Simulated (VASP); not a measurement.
## O on Ag(100): which site?

Which site of Ag(100) does O prefer, and what does it do to the work function?

Main program and level: VASP 6.6.1; RPBE; plane waves and PAW (Ag), in the first sound run; inputs show where later runs differ.

Most raw output is cut from this account.

## 1. The starting structure

The structure is cubic, space group Fm-3m (No. 225). The conventional cell has a = 4.090 Å, b = 4.090 Å, c = 4.090 Å, α = 90.00°, β = 90.00°, γ = 90.00°. Ag has 12 Ag at 2.89 Å nearest.

Structure file:

```cif
data_structure
_symmetry_space_group_name_H-M 'Fm-3m'
_symmetry_Int_Tables_number 225
_cell_length_a 4.0900
_cell_length_b 4.0900
_cell_length_c 4.0900
_cell_angle_alpha 90.000
_cell_angle_beta 90.000
_cell_angle_gamma 90.000
_cell_volume 68.42
loop_
_atom_site_label
_atom_site_type_symbol
_atom_site_symmetry_multiplicity
_atom_site_Wyckoff_symbol
_atom_site_fract_x
_atom_site_fract_y
_atom_site_fract_z
_atom_site_occupancy
Ag1 Ag 4 a 0.00000 0.00000 0.00000 1
```

## 2. The bulk reference, job relaxation, k-mesh 16×16×16

The bulk crystal is relaxed first, so that the slabs are cut at this functional's lattice.

File INCAR:

```
SYSTEM = Ag
PREC = Accurate
ENCUT = 570
EDIFF = 1E-06
NELM = 120
ISMEAR = 1
SIGMA = 0.15
LREAL = .FALSE.
ALGO = Normal
GGA = RP
NBANDS = 11
LASPH = .TRUE.
LORBIT = 11
LWAVE = .FALSE.
LCHARG = .FALSE.
KPAR = 4
IBRION = 2
NSW = 30
ISIF = 3
EDIFFG = -0.01
POTIM = 0.4
```

File POSCAR:

```
Ag
1.0
    0.0000000000      2.0450000000      2.0450000000
    2.0450000000      0.0000000000      2.0450000000
    2.0450000000      2.0450000000      0.0000000000
Ag
1
Direct
    0.0000000000      0.0000000000      0.0000000000
```

File KPOINTS:

```
Automatic mesh
0
Gamma
16 16 16
0 0 0
```

Potentials, in the order of the species: Ag (PBE family, release 64).

Launch:

```
$ mpirun -np 4 vasp_std
```

Wall time 24 s (4 MPI ranks of AMD EPYC 7R43, shared host); peak memory 0.51 GiB.

This run has no spin polarisation. Its electron count is odd, so without a moment it is a metal by construction. The PAW data sets were made with PBE, which is usual practice but a small mismatch for other functionals. After so large a change of volume the plane waves of the start cell no longer fit, so the final stress carries a basis-set error. The run keeps the 48 symmetry operations of its start, so it cannot find a distortion of lower symmetry.

Step by step:

| step | energy less that of the first step (eV) | largest force (eV/Å) | pressure (GPa) | volume (Å³) |
| --- | --- | --- | --- | --- |
| 1 | 0.0000 | 0.0000 | 8.24 | 17.10 |
| 2 | -0.0355 | 0.0000 | -0.90 | 18.91 |
| 3 | -0.0362 | 0.0000 | -0.07 | 18.66 |

| conventional cell, symmetrised | before | after | change |
| --- | --- | --- | --- |
| a (Å) | 4.090 | 4.210 | +2.9 % |
| b (Å) | 4.090 | 4.210 | +2.9 % |
| c (Å) | 4.090 | 4.210 | +2.9 % |
| volume (Å³/atom) | 17.10 | 18.66 | +9.1 % |

The relaxed structure:

```cif
data_structure
_symmetry_space_group_name_H-M 'P 1'
_symmetry_Int_Tables_number 1
_cell_length_a 2.9770
_cell_length_b 2.9770
_cell_length_c 2.9770
_cell_angle_alpha 60.000
_cell_angle_beta 60.000
_cell_angle_gamma 60.000
_cell_volume 18.66
loop_
_atom_site_label
_atom_site_type_symbol
_atom_site_fract_x
_atom_site_fract_y
_atom_site_fract_z
_atom_site_occupancy
Ag1 Ag 0.00000 0.00000 0.00000 1
```

Numbers from this step:

```yaml
electronic_cycles: 23
electrons: 11
free_energy_toten: -2.200 eV
fermi_energy: 7.371 eV
metallic: yes
```

The run ended after 3 ionic steps, 0.036 eV below its first step, once forces and stress met EDIFFG = -0.01.

Energy at zero smearing: -2.20037 eV.

## 3. The bulk reference, job self-consistent run, k-mesh 19×19×19

File INCAR:

```
SYSTEM = Ag
PREC = Normal
ENCUT = 440
EDIFF = 1E-06
NELM = 120
ISMEAR = 1
SIGMA = 0.15
LREAL = .FALSE.
ALGO = Fast
GGA = RP
NBANDS = 11
LASPH = .TRUE.
LORBIT = 11
LWAVE = .FALSE.
LCHARG = .FALSE.
KPAR = 4
```

File POSCAR:

```
Ag
1.0
    0.0000000000      2.1050627745      2.1050627745
    2.1050627745      0.0000000000      2.1050627745
    2.1050627745      2.1050627745      0.0000000000
Ag
1
Direct
    0.0000000000      0.0000000000      0.0000000000
```

File KPOINTS:

```
Automatic mesh
0
Gamma
19 19 19
0 0 0
```

Launch:

```
$ mpirun -np 4 vasp_std
```

The job ended after 7 s (4 MPI ranks; peak memory 0.43 GiB).

Numbers from this step:

| Quantity | Value |
| --- | --- |
| electronic cycles | 11 |
| free energy (TOTEN) | -2.197 eV |
| energy at zero smearing | -2.197 eV |
| Fermi energy | 7.464 eV |

Energy at zero smearing: -2.19689 eV.

The run ends at a pressure of 0.17 GPa.

## 4. Relaxing the slab

System of this step: Ag(100). The cell holds 16 atoms: 16 Ag. Its edges and angles: a = 5.954 Å, b = 5.954 Å, c = 21.315 Å, α = 90.0°, β = 90.0°, γ = 90.0°. It derives from Ag. 4 layers of fcc Ag, cut at this functional's lattice. Vacuum lies along c.

The free atoms relax, while those held by selective dynamics keep their cut positions.

File INCAR:

```
SYSTEM = Ag
PREC = Normal
ENCUT = 440
EDIFF = 1E-05
NELM = 120
ISMEAR = 1
SIGMA = 0.15
LREAL = Auto
ALGO = Fast
GGA = RP
NBANDS = 109
LASPH = .TRUE.
LORBIT = 11
LWAVE = .FALSE.
LCHARG = .FALSE.
KPAR = 2
NCORE = 2
IBRION = 2
NSW = 40
ISIF = 2
EDIFFG = -0.03
POTIM = 0.4
MAXMIX = 40
IDIPOL = 3
LDIPOL = .TRUE.
DIPOL = 0.5 0.5 0.5
```

File POSCAR:

```
Ag
1.0
    5.9540166507      0.0000000000      0.0000000000
    0.0000000000      5.9540166507      0.0000000000
    0.0000000000      0.0000000000     21.3151883235
Ag
16
Selective dynamics
Direct
    0.2500000000      0.2500000000      0.3518617800  F F F
    0.7500000000      0.2500000000      0.3518617800  F F F
    0.2500000000      0.7500000000      0.3518617800  F F F
    0.7500000000      0.7500000000      0.3518617800  F F F
    0.0000000000      0.0000000000      0.4506205900  F F F
    0.5000000000      0.0000000000      0.4506205900  F F F
    0.0000000000      0.5000000000      0.4506205900  F F F
    0.5000000000      0.5000000000      0.4506205900  F F F
    0.2500000000      0.2500000000      0.5493794100  T T T
    0.7500000000      0.2500000000      0.5493794100  T T T
    0.2500000000      0.7500000000      0.5493794100  T T T
    0.7500000000      0.7500000000      0.5493794100  T T T
    0.0000000000      0.0000000000      0.6481382200  T T T
    0.5000000000      0.0000000000      0.6481382200  T T T
    0.0000000000      0.5000000000      0.6481382200  T T T
    0.5000000000      0.5000000000      0.6481382200  T T T
```

File KPOINTS:

```
Automatic mesh
0
Gamma
4 4 1
0 0 0
```

Launch:

```
$ mpirun -np 4 vasp_std
```

It took 4.6 min on 4 MPI ranks; peak memory 1.2 GiB; 18 min of CPU time.

The run keeps the 8 symmetry operations of its start, so it cannot find a distortion of lower symmetry.

Relaxation path:

| step | energy less that of the first step (eV) | largest force (eV/Å) |
| --- | --- | --- |
| 1 | 0.0000 | 0.1728 |
| 2 | -0.0062 | 0.1346 |
| 3 | -0.0119 | 0.1228 |
| 4 | -0.0186 | 0.0685 |
| 5 | -0.0198 | 0.0637 |
| 6 | -0.0217 | 0.0503 |
| 7 | -0.0262 | 0.0360 |
| 8 | -0.0306 | 0.0197 |

The atoms that moved most (Å):

| atom | dx | dy | dz | length |
| --- | --- | --- | --- | --- |
| Ag13 | 0.000 | 0.000 | -0.082 | 0.082 |
| Ag14 | 0.000 | 0.000 | -0.082 | 0.082 |
| Ag15 | 0.000 | 0.000 | -0.082 | 0.082 |
| Ag16 | 0.000 | 0.000 | -0.082 | 0.082 |
| Ag9 | 0.000 | 0.000 | -0.009 | 0.009 |
| Ag10 | 0.000 | 0.000 | -0.009 | 0.009 |
| Ag11 | 0.000 | 0.000 | -0.009 | 0.009 |
| Ag12 | 0.000 | 0.000 | -0.009 | 0.009 |

Final coordinates:

```cif
data_structure
_symmetry_space_group_name_H-M 'P 1'
_symmetry_Int_Tables_number 1
_cell_length_a 5.9540
_cell_length_b 5.9540
_cell_length_c 21.3152
_cell_angle_alpha 90.000
_cell_angle_beta 90.000
_cell_angle_gamma 90.000
_cell_volume 755.63
loop_
_atom_site_label
_atom_site_type_symbol
_atom_site_fract_x
_atom_site_fract_y
_atom_site_fract_z
_atom_site_occupancy
Ag1 Ag 0.25000 0.25000 0.35186 1
Ag2 Ag 0.75000 0.25000 0.35186 1
Ag3 Ag 0.25000 0.75000 0.35186 1
Ag4 Ag 0.75000 0.75000 0.35186 1
Ag5 Ag 0.00000 0.00000 0.45062 1
Ag6 Ag 0.50000 0.00000 0.45062 1
Ag7 Ag 0.00000 0.50000 0.45062 1
Ag8 Ag 0.50000 0.50000 0.45062 1
Ag9 Ag 0.25000 0.25000 0.54897 1
Ag10 Ag 0.75000 0.25000 0.54897 1
Ag11 Ag 0.25000 0.75000 0.54897 1
Ag12 Ag 0.75000 0.75000 0.54897 1
Ag13 Ag 0.00000 0.00000 0.64427 1
Ag14 Ag 0.50000 0.00000 0.64427 1
Ag15 Ag 0.00000 0.50000 0.64427 1
Ag16 Ag 0.50000 0.50000 0.64427 1
```

Numbers from this step:

```
electronic cycles       : 65
electrons               : 176
free energy (TOTEN)     : -32.36 eV
energy at zero smearing : -32.36 eV
Fermi energy            : 0.6444 eV
dipole moment           : 0, 0, -0.004351 e·Å
```

The run ended after 8 ionic steps, 0.031 eV below its first step, once the forces on the free atoms met EDIFFG = -0.03.

## 5. Vacuum level and density of states

A static run writes the electrostatic potential without exchange and correlation (LVHAR), which is flat in the vacuum and gives the level to count from. The dipole correction cancels the field that unlike faces would set up across the vacuum.

File INCAR:

```
SYSTEM = Ag
PREC = Normal
ENCUT = 440
EDIFF = 1E-06
NELM = 120
ISMEAR = 1
SIGMA = 0.15
LREAL = Auto
ALGO = Fast
GGA = RP
NBANDS = 109
LASPH = .TRUE.
LORBIT = 11
LWAVE = .FALSE.
LCHARG = .FALSE.
KPAR = 2
NCORE = 2
IDIPOL = 3
LDIPOL = .TRUE.
DIPOL = 0.5 0.5 0.499
LVHAR = .TRUE.
LVACPOTAV = .TRUE.
NEDOS = 1500
```

File POSCAR:

```
Ag
1.0
    5.9540166507      0.0000000000      0.0000000000
    0.0000000000      5.9540166507      0.0000000000
    0.0000000000      0.0000000000     21.3151883235
Ag
16
Selective dynamics
Direct
    0.2500000000      0.2500000000      0.3518617800  F F F
    0.7500000000      0.2500000000      0.3518617800  F F F
    0.2500000000      0.7500000000      0.3518617800  F F F
    0.7500000000      0.7500000000      0.3518617800  F F F
    0.0000000000      0.0000000000      0.4506205900  F F F
    0.5000000000      0.0000000000      0.4506205900  F F F
    0.0000000000      0.5000000000      0.4506205900  F F F
    0.5000000000      0.5000000000      0.4506205900  F F F
    0.2500000000      0.2500000000      0.5489664921  T T T
    0.7500000000      0.2500000000      0.5489664921  T T T
    0.2500000000      0.7500000000      0.5489664921  T T T
    0.7500000000      0.7500000000      0.5489664921  T T T
    0.0000000000      0.0000000000      0.6442746831  T T T
    0.5000000000      0.0000000000      0.6442746831  T T T
    0.0000000000      0.5000000000      0.6442746831  T T T
    0.5000000000      0.5000000000      0.6442746831  T T T
```

KPOINTS is that of step 4.

Launch:

```
$ mpirun -np 4 vasp_std
```

The job ended after 78 s (4 MPI ranks; peak memory 1.1 GiB; 5.1 min of CPU time).

This step gave:

* electronic cycles: 23
* Fermi energy: 0.6451 eV
* dipole moment: 0, 0, -0.003462 e·Å
* vacuum levels: 4.485, 4.502 eV
* work functions of the upper and lower face: 3.840, 3.857 eV

The planar average of the electrostatic potential oscillates, so the rows of the table below give means over windows of 1 Å about each position, cut where the curve ends. Its maxima inside the range that stand out by 2 % of the span (Å: eV): 8.6: 0.0498, 10.7: -0.0124, 12.8: -0.620. Its minima: 7.5: -14.0, 9.6: -14.0, 11.7: -14.1, 13.7: -14.0.

Zero at the Fermi level. Table of planar average of the electrostatic potential by height; means over each step:

| height (Å) | planar average of the electrostatic potential (eV) |
| --- | --- |
| 0 | 3.86 |
| 1 | 3.86 |
| 2 | 3.86 |
| 3 | 3.86 |
| 4 | 3.85 |
| 5 | 3.77 |
| 6 | 2.87 |
| 7 | -7.52 |
| 8 | -7.73 |
| 9 | -6.34 |
| 10 | -9.16 |
| 11 | -5.12 |
| 12 | -10.4 |
| 13 | -5.04 |
| 14 | -10.6 |
| 15 | 1.90 |
| 16 | 3.69 |
| 17 | 3.83 |
| 18 | 3.84 |
| 19 | 3.84 |
| 20 | 3.84 |
| 21 | 3.84 |

Density of states in the PAW spheres, an atom over height of the layer and energy from the Fermi level.

Values in states/eV, 22 rows by 4 columns, each cell a mean:
```
0.18 0.18 0.17 0.18
0.16 0.19 0.20 0.16
0.20 0.23 0.24 0.20
0.09 0.10 0.10 0.09
0.12 0.09 0.09 0.11
0.21 0.23 0.23 0.21
0.14 0.12 0.12 0.13
0.19 0.26 0.27 0.20
0.74 0.95 0.95 0.79
3.48 4.07 4.15 3.46
4.54 3.21 3.08 4.36
5.06 2.71 2.38 4.63
3.52 3.56 3.60 3.75
2.77 2.79 2.60 2.53
2.75 3.03 2.87 2.75
0.93 2.98 3.55 1.46
0.13 0.53 0.67 0.21
0.03 0.08 0.09 0.03
0.01 0.04 0.05 0.02
0.00 0.00 0.00 0.00
0.00 0.00 0.00 0.00
0.00 0.00 0.00 0.00
```
Columns: height of the layer (Å) from 7.5 to 13.7; rows upwards: energy from the Fermi level (eV) from -7.9 to 0.5.

Force by atom:

| atom | x (eV/Å) | y (eV/Å) | z (eV/Å) | size |
| --- | --- | --- | --- | --- |
| Ag1 | 0.000 | 0.000 | 0.170 | 0.170 |
| Ag2 | 0.000 | 0.000 | 0.170 | 0.170 |
| Ag3 | 0.000 | 0.000 | 0.170 | 0.170 |
| Ag4 | 0.000 | 0.000 | 0.170 | 0.170 |
| Ag5 | 0.000 | 0.000 | -0.143 | 0.143 |
| Ag6 | 0.000 | 0.000 | -0.143 | 0.143 |
| Ag7 | 0.000 | 0.000 | -0.143 | 0.143 |
| Ag8 | 0.000 | 0.000 | -0.143 | 0.143 |
| Ag9 | 0.000 | 0.000 | -0.024 | 0.024 |
| Ag10 | 0.000 | 0.000 | -0.024 | 0.024 |
| Ag11 | 0.000 | 0.000 | -0.024 | 0.024 |
| Ag12 | 0.000 | 0.000 | -0.024 | 0.024 |
| Ag13 | 0.000 | 0.000 | -0.003 | 0.003 |
| Ag14 | 0.000 | 0.000 | -0.003 | 0.003 |
| Ag15 | 0.000 | 0.000 | -0.003 | 0.003 |
| Ag16 | 0.000 | 0.000 | -0.003 | 0.003 |

The map of layer states is cut here 0.5 eV above the Fermi level, so it leaves out the states above that.

The vacuum level lies 3.84 eV above the Fermi level at the upper face; both faces agree, as the slab has next to no dipole.

The program found no field-free point at its default tolerance, but its printed level agrees with the flat part of the planar average.

On this mesh the fine structure of the density of states is sampling noise, and high empty states may be cut by the number of bands.

## 6. Relaxing the atoms

This step: RPBE, spin-polarised, with small moments to start from; plane waves and PAW (O) (VASP 6.6.1).

System of this step: O2. The cell holds 2 atoms: 2 O. Cell: a = 11.000 Å, b = 11.500 Å, c = 14.000 Å, α = 90.0°, β = 90.0°, γ = 90.0°. Vacuum lies along a, b and c.

The reference for O is the O2 molecule, relaxed in a box at the cutoff of the large cell.

File INCAR:

```
SYSTEM = O
PREC = Normal
ENCUT = 440
EDIFF = 1E-05
NELM = 120
ISMEAR = 0
SIGMA = 0.01
LREAL = .FALSE.
ALGO = Fast
GGA = RP
NBANDS = 15
ISPIN = 2
MAGMOM = 1 1
LORBIT = 11
LWAVE = .FALSE.
LCHARG = .FALSE.
NCORE = 4
LASPH = .TRUE.
IBRION = 2
NSW = 20
ISIF = 2
EDIFFG = -0.03
POTIM = 0.4
MAXMIX = 40
ISYM = 0
```

File POSCAR:

```
O
1.0
   11.0000000000      0.0000000000      0.0000000000
    0.0000000000     11.5000000000      0.0000000000
    0.0000000000      0.0000000000     14.0000000000
O
2
Direct
    0.5000000000      0.5000000000      0.4567857100
    0.5000000000      0.5000000000      0.5432142900
```

File KPOINTS:

```
Automatic mesh
0
Gamma
1 1 1
0 0 0
```

The projector-augmented-wave data sets are O (PBE family, release 64).

Launch:

```
$ mpirun -np 4 vasp_gam
```

Elapsed: 35 s, on 4 MPI ranks; peak memory 1 GiB.

The steps of the relaxation:

| step | energy less that of the first step (eV) | largest force (eV/Å) |
| --- | --- | --- |
| 1 | 0.0000 | 2.2887 |
| 2 | 0.5113 | 6.2089 |
| 3 | -0.0321 | 0.1048 |
| 4 | -0.0322 | 0.0174 |

The atoms that moved most (Å):

| atom | dx | dy | dz | length |
| --- | --- | --- | --- | --- |
| O1 | 0.000 | 0.000 | -0.015 | 0.015 |
| O2 | 0.000 | 0.000 | 0.015 | 0.015 |

The relaxed structure:

```xyz
2
Lattice="11.0000 0.0000 0.0000 0.0000 11.5000 0.0000 0.0000 0.0000 14.0000" Properties=species:S:1:pos:R:3
O     5.5000    5.7500    6.3803
O     5.5000    5.7500    7.6197
```

This step gave:

| Property | Result |
| --- | --- |
| electronic cycles | 49 |
| electrons | 12 |
| free energy (TOTEN) | -9.609 eV |
| moment of the cell, from the last line of the log | 2 μB |
| gap between the highest filled and lowest empty level | 2.366 eV |

Spin moment in the PAW sphere by atom:

| atom | spin moment in the PAW sphere (μB) |
| --- | --- |
| O1 | 0.815 |
| O2 | 0.815 |

The run ended after 4 ionic steps, 0.032 eV below its first step, once the forces on the free atoms met EDIFFG = -0.03.

Energy at zero smearing: -9.60851 eV.

## 7. Relaxing the adsorbate, site ontop

This step: RPBE; plane waves and PAW (Ag, O) (VASP 6.6.1).

System of this step: Ag16O (Ag(100)). The cell holds 17 atoms: 16 Ag and 1 O. Cell: a = 5.954 Å, b = 5.954 Å, c = 21.315 Å, α = 90.0°, β = 90.0°, γ = 90.0°. It derives from Ag. O over the ontop site of Ag(100). Vacuum lies along c.

The adsorbate starts over a high-symmetry site, and it relaxes with the upper layers within that symmetry.

File INCAR:

```
SYSTEM = Ag16O
PREC = Normal
ENCUT = 440
EDIFF = 1E-05
NELM = 120
ISMEAR = 1
SIGMA = 0.15
LREAL = Auto
ALGO = Fast
GGA = RP
NBANDS = 112
LASPH = .TRUE.
LORBIT = 11
LWAVE = .FALSE.
LCHARG = .FALSE.
KPAR = 2
NCORE = 2
IBRION = 2
NSW = 50
ISIF = 2
EDIFFG = -0.03
POTIM = 0.4
MAXMIX = 40
IDIPOL = 3
LDIPOL = .TRUE.
DIPOL = 0.5 0.5 0.513
```

File POSCAR:

```
Ag16O
1.0
    5.9540166507      0.0000000000      0.0000000000
    0.0000000000      5.9540166507      0.0000000000
    0.0000000000      0.0000000000     21.3151883235
Ag O
16 1
Selective dynamics
Direct
    0.2500000000      0.2500000000      0.3518617800  F F F
    0.7500000000      0.2500000000      0.3518617800  F F F
    0.2500000000      0.7500000000      0.3518617800  F F F
    0.7500000000      0.7500000000      0.3518617800  F F F
    0.0000000000      0.0000000000      0.4506205900  F F F
    0.5000000000      0.0000000000      0.4506205900  F F F
    0.0000000000      0.5000000000      0.4506205900  F F F
    0.5000000000      0.5000000000      0.4506205900  F F F
    0.2500000000      0.2500000000      0.5489664900  T T T
    0.7500000000      0.2500000000      0.5489664900  T T T
    0.2500000000      0.7500000000      0.5489664900  T T T
    0.7500000000      0.7500000000      0.5489664900  T T T
    0.0000000000      0.0000000000      0.6442746800  T T T
    0.5000000000      0.0000000000      0.6442746800  T T T
    0.0000000000      0.5000000000      0.6442746800  T T T
    0.5000000000      0.5000000000      0.6442746800  T T T
    0.0000000000      0.0000000000      0.7334130000  T T T
```

File KPOINTS:

```
Automatic mesh
0
Gamma
4 4 1
0 0 0
```

Potentials, in the order of the species: Ag and O (PBE family, release 64).

Launch:

```
$ mpirun -np 4 vasp_std
```

Wall time 11 min (4 MPI ranks); peak memory 1.3 GiB; 45 min of CPU time.

Relaxation path (22 of 24):

| step | energy less that of the first step (eV) | largest force (eV/Å) |
| --- | --- | --- |
| 1 | 0.0000 | 0.8199 |
| 2 | -0.0210 | 0.2314 |
| 3 | -0.0213 | 0.2174 |
| 4 | -0.0213 | 0.2081 |
| 5 | -0.0266 | 0.1542 |
| 6 | -0.0302 | 0.1598 |
| 8 | -0.0354 | 0.1239 |
| 9 | -0.0366 | 0.1219 |
| 10 | -0.0362 | 0.1187 |
| 11 | -0.0366 | 0.1199 |
| 12 | -0.0365 | 0.1196 |
| 13 | -0.0366 | 0.1196 |
| 14 | -0.0391 | 0.1095 |
| 15 | -0.0421 | 0.2612 |
| 16 | -0.0434 | 0.1931 |
| 17 | -0.0450 | 0.0310 |
| 19 | -0.0451 | 0.0374 |
| 20 | -0.0451 | 0.0339 |
| 21 | -0.0451 | 0.0337 |
| 22 | -0.0451 | 0.0342 |
| 23 | -0.0451 | 0.0325 |
| 24 | -0.0452 | 0.0241 |

The atoms that moved most (Å):

| atom | dx | dy | dz | length |
| --- | --- | --- | --- | --- |
| Ag14 | 0.000 | 0.000 | 0.100 | 0.100 |
| Ag15 | 0.000 | 0.000 | 0.100 | 0.100 |
| Ag13 | 0.000 | 0.000 | -0.073 | 0.073 |
| O17 | 0.000 | 0.000 | -0.022 | 0.022 |
| Ag12 | -0.004 | -0.004 | -0.012 | 0.013 |
| Ag11 | 0.004 | -0.004 | -0.012 | 0.013 |
| Ag10 | -0.004 | 0.004 | -0.012 | 0.013 |
| Ag9 | 0.004 | 0.004 | -0.012 | 0.013 |

The relaxed structure:

```xyz
17
Lattice="5.9540 0.0000 0.0000 0.0000 5.9540 0.0000 0.0000 0.0000 21.3152" Properties=species:S:1:pos:R:3
Ag    1.4885    1.4885    7.5000
Ag    4.4655    1.4885    7.5000
Ag    1.4885    4.4655    7.5000
Ag    4.4655    4.4655    7.5000
Ag    0.0000    0.0000    9.6051
Ag    2.9770    0.0000    9.6051
Ag    0.0000    2.9770    9.6051
Ag    2.9770    2.9770    9.6051
Ag    1.4921    1.4921   11.6890
Ag    4.4619    1.4921   11.6890
Ag    1.4921    4.4619   11.6890
Ag    4.4619    4.4619   11.6890
Ag    0.0000    0.0000   13.6594
Ag    2.9770    0.0000   13.8324
Ag    0.0000    2.9770   13.8324
Ag    2.9770    2.9770   13.7278
O     0.0000    0.0000   15.6107
```

Numbers from this step:

```
electronic cycles       : 152
electrons               : 182
free energy (TOTEN)     : -35.98 eV
energy at zero smearing : -35.97 eV
Fermi energy            : -0.0367 eV
dipole moment           : 0, 0, 0.4394 e·Å
```

The run ended after 24 ionic steps, 0.045 eV below its first step, once the forces on the free atoms met EDIFFG = -0.03.

VASP counts the dipole in electrons times Å, so a positive number points the physical dipole along −c.

[end of part 1 of 2]

[Lines on the potential files, build, host, timing and source positions are cut from VASP's logs without a mark.]

[Logs are printed without paths, hosts, clocks, repeated set-up lines and the standing remarks that a program may print on its own settings, such as how far it seeks lower states.]

[Hosts, paths, dates, database ids (printed as entryN), source tags and the programs' standing remarks are cut or masked in the printed files.]

[Runs that stopped without an error message from VASP are left out.]
